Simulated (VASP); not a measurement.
# Al2SiF2 (P1) in VASP: density of states with PBE

Aim: the density of states of Al2SiF2 with PBE.

All numbers are computed with VASP 6.6.1; they aren't measurements. Logs are shortened: lines on timing, memory, paths and dates and some standing lists are left out, and cuts for length are marked.

**1. The crystal as given**

The typed cell holds 10 atoms: a = 4.702 Å, b = 4.972 Å, c = 7.357 Å, α = 89.56°, β = 71.38°, γ = 88.34°.

The cell was built by a generator and needn't be a form met in nature.

**2. Density of states, PBE**

POSCAR

```
Al2SiF2                                 
1.0
    4.7012621035      0.0652001597      0.0378418357
    0.0749744651      4.9713592869     -0.0076848051
    2.2924080298      0.0331691164      6.9902093091
  Al              Si              F             
     4     2     4
Direct
     0.8340842917795702    0.2492116930175385    0.8310693686421349
     0.4019648307745622    0.7475384109728533    0.6921125881398843
     0.1627862949977697    0.2508242888935574    0.1747333742235958
     0.5914258129996054    0.7509605885630325    0.3155635069634350
     0.0039802759282616    0.8825416491031700    0.0086845913278698
     0.4876927750600172    0.6177708460382766    0.0081165683813815
     0.6760733233333530    0.0782671903525845    0.6766439055376461
     0.1477543889500932    0.4205710867950750    0.6774704138564823
     0.3273493139668227    0.0845082169986144    0.3342438510815727
     0.8390865022099414    0.4173628792652945    0.3344140618460034
```

INCAR.step1

```
SYSTEM = Al2SiF2
  PREC = Accurate
  ENCUT = 520
  EDIFF = 1E-6
  ISMEAR = 0
  SIGMA = 0.1
  LREAL = .False.
  LASPH = .True.
  NELM = 100
  ALGO = Normal
  ISIF = 2
  LWAVE = .False.
  LCHARG = .True.
  GGA = PE
  NBANDS = 35
  KPAR = 8
```

KPOINTS.step1

```
regular mesh
0
Gamma
  6 4 4
  0 0 0
```

INCAR.step2

```
SYSTEM = Al2SiF2
  PREC = Accurate
  ENCUT = 520
  EDIFF = 1E-6
  ISMEAR = -5
  SIGMA = 0.1
  LREAL = .False.
  LASPH = .True.
  NELM = 100
  ALGO = Normal
  ISIF = 2
  LWAVE = .False.
  LCHARG = .False.
  GGA = PE
  LORBIT = 11
  NBANDS = 35
  KPAR = 8
  NEDOS = 1001
  ICHARG = 11
```

KPOINTS.step2

```
regular mesh
0
Gamma
  9 6 6
  0 0 0
```

Potentials or basis: VASP PAW PBE potentials, release 64 (Al, Si, F).

On the command line:

```bash
cat potpaw_PBE.64/Al/POTCAR potpaw_PBE.64/Si/POTCAR potpaw_PBE.64/F/POTCAR > POTCAR
cp INCAR.step1 INCAR
cp KPOINTS.step1 KPOINTS
mpirun -np 8 vasp_std > vasp.out
cp INCAR.step2 INCAR
cp KPOINTS.step2 KPOINTS
mpirun -np 8 vasp_std > vasp.out
```

OUTCAR:

```text
SYSTEM = Al2SiF2
   PREC = Accurate
   ENCUT = 520
   EDIFF = 1E-6
   ISMEAR = -5
   LREAL = .False.
   LASPH = .True.
   NELM = 100
   ISIF = 2
   GGA = PE
   LORBIT = 11
   ICHARG = 11

 ion  position               nearest neighbor table
   1  0.834  0.249  0.831-   7 1.78   8 1.78   5 2.49   6 2.49   3 3.36   3 3.36
   2  0.402  0.748  0.692-   8 2.07   7 2.10   6 2.56   5 2.56   4 2.63
   3  0.163  0.251  0.175-  10 1.78   9 1.79   6 2.47   5 2.47   1 3.36   1 3.36
   4  0.591  0.751  0.316-   9 2.02  10 2.03   6 2.56   5 2.56   2 2.63
   5  0.004  0.883  0.009-   3 2.47   1 2.49   4 2.56   2 2.56   6 2.59   6 2.80
   6  0.488  0.618  0.008-   3 2.47   1 2.49   4 2.56   2 2.56   5 2.59   5 2.80
   7  0.676  0.078  0.677-   1 1.78   2 2.10
   8  0.148  0.421  0.677-   1 1.78   2 2.07
   9  0.327  0.085  0.334-   3 1.79   4 2.02
  10  0.839  0.417  0.334-   3 1.78   4 2.03

  LATTYP: Found a triclinic cell.
 ALAT       =     4.7018664838
 B/A-ratio  =     2.1088161491
 C/A-ratio  =     2.3390593964
 COS(alpha) =     0.0016539893
 COS(beta)  =     0.6283956227
 COS(gamma) =     0.7110876756

  Lattice vectors:

 A1 = (   4.7012621035,   0.0652001597,   0.0378418357)
 A2 = (   6.9936701333,   0.0983692761,   7.0280511448)
 A3 = (   7.0351417121,  -4.8741280839,  -6.9068408326)

Analysis of symmetry for initial positions (statically):
=====================================================================
 Subroutine PRICEL returns:
 Original cell was already a primitive cell.

 Routine SETGRP: Setting up the symmetry group for a
 triclinic supercell.

 Subroutine GETGRP returns: Found  1 space group operations
 (whereof  1 operations were pure point group operations)
 out of a pool of  2 trial point group operations.

The static configuration has the point symmetry C_1 .

Analysis of symmetry for dynamics (positions and initial velocities):
=====================================================================
 Subroutine PRICEL returns:
 Original cell was already a primitive cell.

 Routine SETGRP: Setting up the symmetry group for a
 triclinic supercell.

 Subroutine GETGRP returns: Found  1 space group operations
 (whereof  1 operations were pure point group operations)
 out of a pool of  2 trial point group operations.

The dynamic configuration has the point symmetry C_1 .

 Subroutine INISYM returns: Found  1 space group operations
[... 129 lines left out ...]
   EFERMI =   0.00;   METHOD = LEGACY
   ISMEAR =    -5;   SIGMA  =   0.10  broadening in eV -4-tet -1-fermi 0-gaus
   EFERMI_NEDOS =   21; number of points for ismear=-14 and -15
   IALGO  =     38    algorithm
   IMIX   =      4    mixing-type and parameters
     AMIX     =   0.40;   BMIX     =  1.00
     AMIX_MAG =   1.60;   BMIX_MAG =  1.00
  volume/ion in A,a.u.               =      16.29       109.94
  Fermi-wavevector in a.u.,A,eV,Ry     =   1.089369  2.058608 16.146360  1.186724
  Thomas-Fermi vector in A             =   2.225570
   LORBIT       =     11    0 simple, 1 ext, 2 COOP (PROOUT), +10 PAW based schemes
   GGA     = PE    functional components
   LHFCALC =     F    Hartree Fock is set to
   AEXX    =    0.0000 exact exchange contribution
   IVDW    =     0    specifies the selected vdW correction
   LEPSILON=     F    determine dielectric tensor
   LRPA    =     F    only Hartree local field effects (RPA)
 non-spin polarized calculation
 Fermi weights with tetrahedron method with Bloechl corrections
  energy-cutoff  :      520.00
  volume of cell :      162.91
 maximum number of plane-waves:      4409

 number of electron      48.0000007 magnetization

 Free energy of the ion-electron system (eV)
  ---------------------------------------------------
  ext. energy  EPLUGINS =         0.00000000
  ---------------------------------------------------
  free energy    TOTEN  =       -47.89069682 eV

  energy without entropy =      -47.89069682  energy(sigma->0) =      -47.89069682

 E-fermi :   5.0925     XC(G=0):  -9.1872

 val. band max:        5.0534282911   @ k =  -0.2222   0.0000   0.3333
 cond. band min:       4.9740626664   @ k =   0.1111   0.1667   0.5000
 fundamental gap:     -0.0793656247
 Fermi energy:         5.0924590791

 k-point     1 :       0.0000    0.0000    0.0000
  band No.  band energies     occupation
      1     -20.7336      2.00000
      2     -20.5532      2.00000
      3     -20.4684      2.00000
      4     -20.3258      2.00000
      5      -5.6623      2.00000
      6      -4.3779      2.00000
[... 901 lines left out ...]
     34      10.0203      0.00000
     35      11.1859      0.00000

 [... further k-points ...]
[... 5 lines left out ...]
  --------------------------------------------------------------------------------------
  -------------------------------------------------------------------------------------
  Total        0.0783635     -0.0095624     -0.1415893      0.0535605     -0.0003660      0.0020504
  in kB        0.7706967     -0.0940449     -1.3925151      0.5267619     -0.0035998      0.0201654
  external PRESSURE =      -0.2386211 kB  Pullay stress =       0.0000000 kB

 VOLUME and BASIS-vectors are now :
 -----------------------------------------------------------------------------
  energy-cutoff  :      520.00
  volume of cell :      162.91
      direct lattice vectors                 reciprocal lattice vectors
     4.701262104  0.065200160  0.037841836     0.213317929 -0.003325223 -0.069940887
     0.074974465  4.971359287 -0.007684805    -0.002789973  0.201194244 -0.000039724
     2.292408030  0.033169116  6.990209309    -0.001157874  0.000239188  0.143435817

 POSITION                                       TOTAL-FORCE (eV/Angst)
 -----------------------------------------------------------------------------------
      5.84508      1.32087      5.83900        -0.001563     -0.003801     -0.000030
      3.53239      3.76545      4.84748        -0.002265      0.001128     -0.013162
      1.18467      1.26335      1.22566         0.001200     -0.003796     -0.034509
      3.56015      3.78232      2.22246         0.003698      0.001518     -0.030299
      0.10479      4.38798      0.05408         0.002026      0.042510      0.044745
      2.35770      3.10323      0.07044        -0.003404     -0.038019      0.043933
      4.73541      0.45562      4.75486        -0.005655     -0.001078     -0.001805
      2.27920      2.12291      4.73802         0.004113      0.002357     -0.002111
      2.31151      0.45255      2.34817         0.001126     -0.001195     -0.003613
      4.74267      2.14066      2.36617         0.000724      0.000377     -0.003148
 -----------------------------------------------------------------------------------
    total drift:                               -0.000482      0.000260      0.011437

  FREE ENERGIE OF THE ION-ELECTRON SYSTEM (eV)
  ---------------------------------------------------
  free  energy   TOTEN  =       -47.8906968235 eV

  energy  without entropy=      -47.8906968235  energy(sigma->0) =      -47.89069682

 total charge

# of ion       s       p       d       tot
------------------------------------------
    1        0.387   0.346   0.000   0.733
    2        0.432   0.277   0.000   0.709
    3        0.394   0.350   0.000   0.744
    4        0.418   0.289   0.000   0.708
    5        0.785   0.897   0.000   1.682
    6        0.785   0.897   0.000   1.682
    7        1.742   4.382   0.000   6.123
    8        1.742   4.383   0.000   6.125
    9        1.742   4.388   0.000   6.130
   10        1.742   4.387   0.000   6.129
--------------------------------------------------
tot         10.169  20.596   0.000  30.764
```

It took 68 s on 8 MPI ranks of Intel Xeon 6975P-C (Granite Rapids), shared host; peak memory 0.77 GiB.

What came out:

```yaml
Valence_electrons_inside_the_program's_atomic_spheres: Al 0.73, 0.71, 0.74; Si 1.68; F 6.12, 6.13
```

Levels at points of the mesh, in eV from the Fermi level:
| k point | band 22 | band 23 | band 24 | band 25 | band 26 | band 27 |
| --- | --- | --- | --- | --- | --- | --- |
| (0.00, 0.00, 0.00) | -3.18 | -1.89 | -0.82 | 1.49 | 1.96 | 2.17 |
| (0.00, 0.50, 0.00) | -2.29 | -2.13 | -1.67 | -0.44 | 1.64 | 2.05 |
| (0.00, 0.00, 0.50) | -1.80 | -1.53 | -0.91 | -0.41 | 1.52 | 2.13 |
| (0.00, 0.50, 0.50) | -2.17 | -1.80 | -1.69 | -0.43 | 0.26 | 2.37 |

States per cell in windows of 0.5 eV (zero at the Fermi level; states under -8 eV left out):
| from (eV) | total | F7_p | F8_p | F10_p | F9_p | Si5_p | Si6_p |
| --- | --- | --- | --- | --- | --- | --- | --- |
| -8.0 | 1.74 | 0.24 | 0.22 | 0.19 | 0.19 | 0.01 | 0.01 |
| -7.5 | 4.35 | 0.46 | 0.52 | 0.82 | 0.82 | 0.02 | 0.02 |
| -7.0 | 6.12 | 1.01 | 1.12 | 0.93 | 0.96 | 0.02 | 0.02 |
| -6.5 | 6.20 | 1.33 | 1.12 | 0.96 | 0.91 | 0.01 | 0.01 |
| -6.0 | 0.00 | 0.00 | 0.00 | 0.00 | 0.00 | 0.00 | 0.00 |
| -5.5 | 0.07 | 0.00 | 0.00 | 0.00 | 0.00 | 0.00 | 0.00 |
| -5.0 | 1.18 | 0.07 | 0.07 | 0.07 | 0.07 | 0.07 | 0.07 |
| -4.5 | 1.03 | 0.05 | 0.05 | 0.05 | 0.05 | 0.07 | 0.07 |
| -4.0 | 1.65 | 0.06 | 0.06 | 0.06 | 0.06 | 0.12 | 0.12 |
| -3.5 | 1.44 | 0.05 | 0.05 | 0.04 | 0.04 | 0.11 | 0.11 |
| -3.0 | 1.83 | 0.05 | 0.05 | 0.05 | 0.05 | 0.13 | 0.13 |
| -2.5 | 1.13 | 0.02 | 0.02 | 0.02 | 0.02 | 0.08 | 0.08 |
| -2.0 | 1.69 | 0.03 | 0.03 | 0.03 | 0.03 | 0.09 | 0.09 |
| -1.5 | 0.36 | 0.00 | 0.00 | 0.00 | 0.00 | 0.03 | 0.03 |
| -1.0 | 1.03 | 0.01 | 0.01 | 0.01 | 0.01 | 0.07 | 0.07 |
| -0.5 | 0.61 | 0.00 | 0.00 | 0.00 | 0.00 | 0.03 | 0.03 |
| 0.0 | 0.99 | 0.01 | 0.01 | 0.01 | 0.01 | 0.05 | 0.05 |
| 0.5 | 1.12 | 0.01 | 0.01 | 0.01 | 0.01 | 0.06 | 0.06 |
| 1.0 | 1.28 | 0.01 | 0.01 | 0.01 | 0.01 | 0.04 | 0.04 |
| 1.5 | 1.62 | 0.02 | 0.02 | 0.02 | 0.02 | 0.03 | 0.03 |
| 2.0 | 1.85 | 0.02 | 0.02 | 0.02 | 0.02 | 0.04 | 0.04 |
| 2.5 | 1.93 | 0.03 | 0.03 | 0.03 | 0.03 | 0.03 | 0.03 |
| 3.0 | 1.67 | 0.02 | 0.02 | 0.02 | 0.02 | 0.03 | 0.03 |
| 3.5 | 1.89 | 0.02 | 0.02 | 0.02 | 0.02 | 0.05 | 0.05 |
| 4.0 | 2.13 | 0.02 | 0.02 | 0.02 | 0.02 | 0.07 | 0.07 |
| 4.5 | 1.66 | 0.02 | 0.02 | 0.02 | 0.02 | 0.06 | 0.06 |
| 5.0 | 2.18 | 0.02 | 0.02 | 0.02 | 0.02 | 0.08 | 0.08 |
| 5.5 | 1.84 | 0.02 | 0.02 | 0.02 | 0.02 | 0.07 | 0.07 |
| 6.0 | 1.67 | 0.02 | 0.02 | 0.02 | 0.02 | 0.05 | 0.05 |
| 6.5 | 0.19 | 0.00 | 0.00 | 0.00 | 0.00 | 0.01 | 0.01 |
| 7.0 | 0.00 | 0.00 | 0.00 | 0.00 | 0.00 | 0.00 | 0.00 |
| 7.5 | 0.00 | 0.00 | 0.00 | 0.00 | 0.00 | 0.00 | 0.00 |

Caveat: tetrahedron occupations give inexact forces and stress in metals.
